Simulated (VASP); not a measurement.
Consider the following.

```
CELL_PARAMETERS angstrom
      2.89000     0.00000     0.00000
      0.00000     2.89000     0.00000
      0.00000     0.00000     2.89000
ATOMIC_POSITIONS crystal
  Al 0.50000 0.50000 0.50000
  Ni 0.00000 0.00000 0.00000
```

Computed with PBE GGA, VASP's PBE PAW potentials (set 64) (plane waves; VASP). Run with 300 eV cut-off, 9×9×9 Γ-centred mesh, Fermi-Dirac smearing of 0.10 eV, potentials Al Ni.

Predict the energy per atom (σ→0), band gap (on the k-mesh) with the smallest direct gap where there is one.

| Quantity | Result |
|---|---|
| band gap (on the k-mesh) | none (metal, semimetal or under 0.01 eV) |
| energy per atom (σ→0) | -5.269 eV/atom |

Total energies compare only between runs with the same potentials, cut-off and functional.

The structure is a typed NiAl crystal. The cell was not relaxed at this level. The run is not spin-polarised, so no magnetic state was tried. The electron count is odd and the run is not spin-polarised, which forces a metal.
